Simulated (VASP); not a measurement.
# Iridium: structure and properties in VASP, part 4 of 4

Aim: relax Iridium, then compute properties on the relaxed cell. Left out of this account: 1 further run (phonons: it ended without a result to show). The start is a cell from a database of measured crystal structures.

VASP 6.6.1, plane waves and PAW; the level of theory is named at each step.

Still holding for the runs below: This run has no spin polarisation. Its electron count is odd, so without a moment it is a metal by construction. The k-mesh is coarse for a metal.

So far. Step 11 (Volume scan with optB86b-vdW (run 5)): The run ends at a pressure of -6.90 GPa.

## 12. Volume scan with optB86b-vdW (run 6)

Level of this step: optB86b-vdW; plane waves and PAW (Ir) (VASP).

The input, INCAR:

```
SYSTEM = Ir
PREC = Accurate
ENCUT = 400
EDIFF = 1E-06
NELM = 100
ISMEAR = 1
SIGMA = 0.2
LREAL = .FALSE.
ALGO = Normal
GGA = MK
AGGAC = 0
LUSE_VDW = .TRUE.
PARAM1 = 0.1234
PARAM2 = 1
LASPH = .TRUE.
NBANDS = 10
LORBIT = 11
LWAVE = .FALSE.
LCHARG = .FALSE.
KPAR = 2
ISIF = 2
```

The input, POSCAR:

```
Ir
1.0
    0.0000000000      1.9558176542      1.9558176542
    1.9558176542      0.0000000000      1.9558176542
    1.9558176542      1.9558176542      0.0000000000
Ir
1
Direct
    0.0000000000      0.0000000000      0.0000000000
```

The input, KPOINTS:

```
Automatic mesh
0
Gamma
10 10 10
0 0 0
```

The projector-augmented-wave data sets are Ir (PBE family, release 64).

Run with:

```bash
> mpirun -np 2 vasp_std
```

Output:

```text
[... set-up lines as in an earlier step ...]
 entering main loop
       N       E                     dE             d eps       ncg     rms          rms(c)
DAV:   1     0.374435141692E+02    0.37444E+02   -0.36833E+03  1004   0.643E+02
DAV:   2    -0.647044209259E+01   -0.43914E+02   -0.41119E+02   964   0.168E+02
DAV:   3    -0.715234604805E+01   -0.68190E+00   -0.67895E+00  1068   0.249E+01
DAV:   4    -0.715922423139E+01   -0.68782E-02   -0.68772E-02  1046   0.244E+00
[...]
DAV:   9    -0.658104948975E+01    0.29769E-02   -0.18553E-03  1060   0.572E-01    0.152E-02
DAV:  10    -0.658105650113E+01   -0.70114E-05   -0.10658E-05  1288   0.288E-02    0.298E-02
DAV:  11    -0.658105741781E+01   -0.91668E-06   -0.97549E-07   688   0.131E-02
   1 F= -.65810574E+01 E0= -.65807807E+01  d E =-.830222E-03
```

The job ended after 13 s (2 MPI ranks of AMD EPYC 7R43, shared host; peak memory 0.35 GiB).

OUTCAR, selected parts (step 12):

```text
  Total       -1.2126095     -1.2126095     -1.2126095      0.0000000      0.0000000     -0.0000000
  in kB     -129.8423757   -129.8423757   -129.8423757      0.0000000      0.0000000     -0.0000000
  external PRESSURE =    -129.8423757 kB  Pullay stress =       0.0000000 kB

  FREE ENERGIE OF THE ION-ELECTRON SYSTEM (eV)
  ---------------------------------------------------
  free  energy   TOTEN  =        -6.5810574178 eV

  energy  without entropy=       -6.5802271954  energy(sigma->0) =       -6.58078068

[... 2 parts as in an earlier step ...]

[... 2 further parts left out ...]
[key lines of the parts left out:]
E-fermi :   9.4326
```

The pressure falls from -6.90 to -12.98 GPa.

The run ends at a pressure of -12.98 GPa.

## 13. Volume scan with optB86b-vdW (run 7)

A prediction first. A parabola through the 6 pressures of evenly scaled cells so far, P = -0.04 -367.6 t +977 t² GPa with t = ln(V/V₁) and V₁ the volume at scale 1, gives -18.15 GPa at t = +0.0583.

INCAR is that of step 12.

The input, POSCAR:

```
Ir
1.0
    0.0000000000      1.9682754274      1.9682754274
    1.9682754274      0.0000000000      1.9682754274
    1.9682754274      1.9682754274      0.0000000000
Ir
1
Direct
    0.0000000000      0.0000000000      0.0000000000
```

KPOINTS is that of step 12.

Run with:

```bash
> mpirun -np 2 vasp_std
```

Output:

```text
[... set-up lines as in an earlier step ...]
 entering main loop
       N       E                     dE             d eps       ncg     rms          rms(c)
DAV:   1     0.423953848093E+02    0.42395E+02   -0.36538E+03   964   0.650E+02
DAV:   2    -0.638024084268E+01   -0.48776E+02   -0.45373E+02   976   0.177E+02
DAV:   3    -0.713409525255E+01   -0.75385E+00   -0.75288E+00  1132   0.266E+01
DAV:   4    -0.714012697610E+01   -0.60317E-02   -0.60308E-02  1038   0.229E+00
[...]
DAV:   9    -0.655278822764E+01    0.27847E-02   -0.17431E-03  1048   0.551E-01    0.158E-02
DAV:  10    -0.655279576329E+01   -0.75356E-05   -0.10037E-05  1262   0.278E-02    0.289E-02
DAV:  11    -0.655279661711E+01   -0.85382E-06   -0.94160E-07   670   0.129E-02
   1 F= -.65527966E+01 E0= -.65525150E+01  d E =-.844980E-03
```

Elapsed: 12 s, on 2 MPI ranks; peak memory 0.36 GiB.

Parts of OUTCAR (step 13):

```text
  Total       -1.7479546     -1.7479546     -1.7479546      0.0000000      0.0000000      0.0000000
  in kB     -183.6340110   -183.6340110   -183.6340110      0.0000000      0.0000000      0.0000000
  external PRESSURE =    -183.6340110 kB  Pullay stress =       0.0000000 kB

  FREE ENERGIE OF THE ION-ELECTRON SYSTEM (eV)
  ---------------------------------------------------
  free  energy   TOTEN  =        -6.5527966171 eV

  energy  without entropy=       -6.5519516370  energy(sigma->0) =       -6.55251496

[... 2 parts as in an earlier step ...]

[... 2 further parts left out ...]
[key lines of the parts left out:]
E-fermi :   9.1174
```

The pressure falls from -12.98 to -18.36 GPa. The parabola predicted -18.15 GPa, +0.22 GPa off.

## 14. The series together

Times are for 2 MPI ranks of AMD EPYC 7R43, shared host. The series side by side:

```tsv
no.	volume scale	energy above the lowest point (meV/atom)	pressure (GPa)	time	memory (GiB)
1	0.94	66.91	26.47	14 s	0.36
2	0.96	28.47	16.55	11 s	0.35
3	0.98	6.8	7.766	11 s	0.34
4	1	0	-0.01448	11 s	0.35
5	1.02	6.35	-6.901	11 s	0.35
6	1.04	24.34	-12.98	13 s	0.35
7	1.06	52.6	-18.36	12 s	0.36
```

## 15. Fit for optB86b-vdW

This step: Birch-Murnaghan fit, optB86b-vdW; plane waves and PAW (VASP 6.6.1).

No new run; the numbers come from the runs before.

Numbers from this step:

| Quantity | Value |
| --- | --- |
| pressure derivative of the bulk modulus | 5.116 |
| r.m.s. error of the fit | 3.35e-6 eV/atom |
| minimum inside the sampled range | yes |
| bulk modulus | 365.7 GPa |
| equilibrium volume of the fit | 14.39 Å³/atom |

Table of energy above the fitted minimum by volume:

```tsv
volume (Å³/atom)	energy above the fitted minimum (eV/atom)
13.524	0.0669
13.812	0.0285
14.100	0.00680
14.387	-3.7e-6
14.675	0.00635
14.963	0.0243
15.251	0.0526
```

The fitted volume lies -0.01 % from the relaxed one.

## 16. Bands along the symmetry lines (optB86b-vdW + SOC)

This step: optB86b-vdW, spin-orbit coupling; plane waves and PAW (Ir) (VASP 6.6.1).

The mesh alone shows little of the dispersion and can miss band extrema, so KPOINTS_OPT adds a path through the symmetry points after the self-consistent cycle. Spin-orbit coupling needs spinors and the noncollinear program, where each band holds one electron.

Changes to INCAR since step 13:

```diff
@@ -15,3 +15,8 @@
 LASPH = .TRUE.
-NBANDS = 10
+LNONCOLLINEAR = .TRUE.
+MAGMOM = 0 0 0
+NBANDS = 20
+GGA_COMPAT = .FALSE.
+LSORBIT = .TRUE.
+LMAXMIX = 4
 LORBIT = 11
@@ -20,2 +25 @@
 KPAR = 2
-ISIF = 2
```

The input, POSCAR:

```
Ir
1.0
    0.0000000000      1.9304145496      1.9304145496
    1.9304145496      0.0000000000      1.9304145496
    1.9304145496      1.9304145496      0.0000000000
Ir
1
Direct
    0.0000000000      0.0000000000      0.0000000000
```

The input, KPOINTS:

```
Automatic mesh
0
Gamma
8 8 8
0 0 0
```

The input, KPOINTS_OPT:

```
Line mode
16
Line-mode
Reciprocal
  0.00000000   0.00000000   0.00000000 GAMMA
  0.50000000   0.00000000   0.50000000 X

  0.50000000   0.00000000   0.50000000 X
  0.50000000   0.25000000   0.75000000 W

  0.50000000   0.25000000   0.75000000 W
  0.37500000   0.37500000   0.75000000 K

  0.37500000   0.37500000   0.75000000 K
  0.00000000   0.00000000   0.00000000 GAMMA

  0.00000000   0.00000000   0.00000000 GAMMA
  0.50000000   0.50000000   0.50000000 L

  0.50000000   0.50000000   0.50000000 L
  0.62500000   0.25000000   0.62500000 U

  0.62500000   0.25000000   0.62500000 U
  0.50000000   0.25000000   0.75000000 W

  0.50000000   0.25000000   0.75000000 W
  0.50000000   0.50000000   0.50000000 L

  0.50000000   0.50000000   0.50000000 L
  0.37500000   0.37500000   0.75000000 K

  0.62500000   0.25000000   0.62500000 U
  0.50000000   0.00000000   0.50000000 X
```

Run with:

```bash
> mpirun -np 2 vasp_ncl
```

Output:

```text
[... set-up lines as in an earlier step ...]
 entering main loop
       N       E                     dE             d eps       ncg     rms          rms(c)
DAV:   1     0.666854584333E+02    0.66685E+02   -0.33546E+03  1176   0.711E+02
DAV:   2    -0.563348819602E+01   -0.72319E+02   -0.64141E+02  1220   0.236E+02
DAV:   3    -0.743925374713E+01   -0.18058E+01   -0.17771E+01  1364   0.435E+01
DAV:   4    -0.746343930642E+01   -0.24186E-01   -0.24174E-01  1328   0.441E+00
DAV:   5    -0.746413399189E+01   -0.69469E-03   -0.69467E-03  1360   0.784E-01    0.167E+01
DAV:   6    -0.700946799164E+01    0.45467E+00   -0.41786E-01  1356   0.108E+01    0.798E+00
DAV:   7    -0.692607114894E+01    0.83397E-01   -0.12272E-01  1520   0.533E+00    0.356E+00
DAV:   8    -0.692249396609E+01    0.35772E-02   -0.31694E-03  1260   0.553E-01    0.142E+00
DAV:   9    -0.691970873615E+01    0.27852E-02   -0.39711E-03  1328   0.924E-01    0.408E-01
DAV:  10    -0.691954032381E+01    0.16841E-03   -0.12375E-04  1316   0.164E-01    0.168E-02
DAV:  11    -0.691954278220E+01   -0.24584E-05   -0.11876E-06  1448   0.905E-03    0.993E-03
DAV:  12    -0.691954456624E+01   -0.17840E-05   -0.62610E-07  1120   0.786E-03    0.223E-03
DAV:  13    -0.691954452359E+01    0.42650E-07   -0.31070E-08   652   0.205E-03
   1 F= -.69195445E+01 E0= -.69167987E+01  d E =-.823739E-02  mag=    -0.0000    -0.0000     0.0000
 Start KPOINTS_OPT (optional k-point list driver)
k-point batch [1-29\160]
       N       E                     dE             ncg
DAV:   1     0.377130985670E+04   -0.44899E+04     1160
DAV:   2     0.169259153758E+04   -0.20787E+04     1216
DAV:   3     0.164393025128E+04   -0.48661E+02     1396
DAV:   4     0.164324205287E+04   -0.68820E+00     1384
DAV:   5     0.164322161866E+04   -0.20434E-01     1392
DAV:   6     0.164322086683E+04   -0.75183E-03     1468
DAV:   7     0.164322084001E+04   -0.26821E-04     1320
DAV:   8     0.164322083895E+04   -0.10529E-05     1052
DAV:   9     0.164322083885E+04   -0.10879E-06      812
[...]
k-point batch [146-160\160]
       N       E                     dE             ncg
DAV:   1     0.720231386989E+04   -0.42443E+04      624
DAV:   2     0.618975354544E+04   -0.10126E+04      608
DAV:   3     0.616416038838E+04   -0.25593E+02      724
DAV:   4     0.616380701189E+04   -0.35338E+00      680
DAV:   5     0.616379705157E+04   -0.99603E-02      708
DAV:   6     0.616379667642E+04   -0.37515E-03      740
DAV:   7     0.616379666663E+04   -0.97963E-05      644
DAV:   8     0.616379666627E+04   -0.35208E-06      452
```

Elapsed: 54 s, on 2 MPI ranks; peak memory 0.43 GiB; 1.7 min of CPU time.

Parts of OUTCAR (step 16):

```text
   k-points           NKPTS =     29   k-points in BZ     NKDIM =     29   number of bands    NBANDS=     20

   NELECT =       9.0000    total number of electrons

 E-fermi :  10.0580

 k-point     1 :       0.0000    0.0000    0.0000
  band No.  band energies     occupation
    ...
      8       6.7106      1.00000
      9       9.0036      1.00000
     10       9.0036      1.00000
     11       9.0036      1.00000
     12       9.0036      1.00000
     13      24.5044      0.00000
     14      24.5044      0.00000
     15      29.4796      0.00000
     16      29.4796      0.00000
     17      30.1076      0.00000
    ...

Total vdW correction in eV:      1.0822823

  Total        0.2309435      0.2309435      0.2309435     -0.0000000     -0.0000000      0.0000000
  in kB       25.7178454     25.7178454     25.7178454     -0.0000000     -0.0000000      0.0000000
  external PRESSURE =      25.7178454 kB  Pullay stress =       0.0000000 kB

 POSITION                                       TOTAL-FORCE (eV/Angst)
 -----------------------------------------------------------------------------------
      0.00000      0.00000      0.00000         0.000000     -0.000000      0.000000
 -----------------------------------------------------------------------------------
    total drift:                                0.000000      0.000000      0.000000

  FREE ENERGIE OF THE ION-ELECTRON SYSTEM (eV)
  ---------------------------------------------------
  free  energy   TOTEN  =        -6.9195445236 eV

  energy  without entropy=       -6.9113071297  energy(sigma->0) =       -6.91679873

Total vdW correction in eV:      1.0822830

 Spin-Orbit-Coupling matrix elements
 Ion:    1  E_soc:     -0.7870469

 magnetization (x)
# of ion       s       p       d       tot
------------------------------------------
    1        0.000   0.000   0.000   0.000

 magnetization (y)
# of ion       s       p       d       tot
------------------------------------------
    1       -0.000   0.000   0.000   0.000

 magnetization (z)
# of ion       s       p       d       tot
------------------------------------------
    1       -0.000  -0.000   0.000  -0.000

[... 6 parts as in an earlier step ...]

[... 10 further parts left out ...]
```

At this level the cell is under a pressure of 2.6 GPa, so at these settings it is away from equilibrium.

This step gave:

| Item | Value |
| --- | --- |
| SCF cycles | 13 |
| bands | 20 |
| irreducible k-points | 29 |
| free energy (TOTEN) | -6.920 eV |
| energy at zero smearing | -6.917 eV |
| Fermi energy | 10.06 eV |
| pressure | 2.572 GPa |

On-site spin-orbit energy by atom:

```tsv
atom	on-site spin-orbit energy (eV)
Ir1	-0.787
```

The electronic bands at the labelled points (eV, zero at the Fermi level; # counts the bands kept):

```tsv
point	#5	#6	#7	#8	#9	#10	#11	#12
Γ	-4.18	-4.18	-3.35	-3.35	-1.05	-1.05	-1.05	-1.05
0.53 of the way	-3.25	-3.25	-1.62	-1.62	-1.39	-1.39	-0.01	-0.01
X	0.65	0.65	1.06	1.06	1.52	1.52	1.95	1.95
0.47 of the way	-1.89	-1.89	-0.16	-0.16	1.47	1.47	5.03	5.03
W	-4.80	-4.80	-1.69	-1.69	1.43	1.43	7.97	7.97
0.47 of the way	-3.72	-3.72	-1.30	-1.30	1.11	1.11	6.90	6.90
K	-2.94	-2.94	-0.88	-0.88	0.65	0.65	6.16	6.16
0.53 of the way	-3.85	-3.85	-2.41	-2.41	-2.15	-2.15	0.52	0.52
Γ	-4.18	-4.18	-3.35	-3.35	-1.05	-1.05	-1.05	-1.05
0.53 of the way	-3.96	-3.96	-2.94	-2.94	-1.07	-1.07	-0.51	-0.51
L	-3.51	-3.51	-0.79	-0.79	0.57	0.57	1.16	1.16
0.53 of the way	-3.45	-3.45	-2.60	-2.60	0.61	0.61	4.55	4.55
U	-2.94	-2.94	-0.88	-0.88	0.65	0.65	6.16	6.16
0.53 of the way	-3.72	-3.72	-1.30	-1.30	1.11	1.11	6.90	6.90
W	-4.80	-4.80	-1.69	-1.69	1.43	1.43	7.97	7.97
0.47 of the way	-3.80	-3.80	-2.29	-2.29	0.54	0.54	5.40	5.40
L	-3.51	-3.51	-0.79	-0.79	0.57	0.57	1.16	1.16
0.47 of the way	-3.28	-3.28	-2.72	-2.72	0.65	0.65	4.03	4.03
K	-2.94	-2.94	-0.88	-0.88	0.65	0.65	6.16	6.16
jump to U	-2.94	-2.94	-0.88	-0.88	0.65	0.65	6.16	6.16
0.47 of the way	-1.19	-1.19	0.16	0.16	1.28	1.28	4.50	4.50
X	0.65	0.65	1.06	1.06	1.52	1.52	1.95	1.95
```

There is no gap at this level.

## 17. Outcome

| Item | Value |
| --- | --- |
| relaxed volume | 14.39 Å³/atom |
| relaxed conventional cell a, b, c | 3.861, 3.861, 3.861 Å |
| space group after relaxing, within 0.02 Å | Fm-3m (No. 225) |
| band gap | none, a metal |
| DOS at the Fermi level | 0.919 states/eV/cell |
| bulk modulus from the fit | 366 GPa |
| volume from the fit | 14.4 Å³/atom |
| band gap (optB86b-vdW + SOC) | none, a metal |

In words: With optB86b-vdW, Iridium relaxes to 14.39 Å³/atom in space group Fm-3m (held by the symmetry of the run), comes out as a metal and has a bulk modulus of 366 GPa. Against the listed cell the volume lies +1.7 %. Band structure (optB86b-vdW): Of the bands kept, 4 cross the Fermi level on this path. Bands along the symmetry lines (optB86b-vdW + SOC): Of the bands kept, 8 cross the Fermi level on this path (spinor bands, one electron each). The k-sampling is coarse for a metal, so the Fermi level, pressures and the shape of the cell carry errors. No search among competing phases was made. All values are for a static lattice at zero temperature.

[Lines on the potential files, build, host, timing and source positions are cut from VASP's logs without a mark.]

[Logs are printed without paths, hosts, clocks, repeated set-up lines and the standing remarks that a program may print on its own settings, such as how far it seeks lower states.]

[Hosts, paths, dates, database ids (printed as entryN), source tags and the programs' standing remarks are cut or masked in the printed files.]

[A measured line is paired with the nearest computed mode of its activity, which favours agreement.]
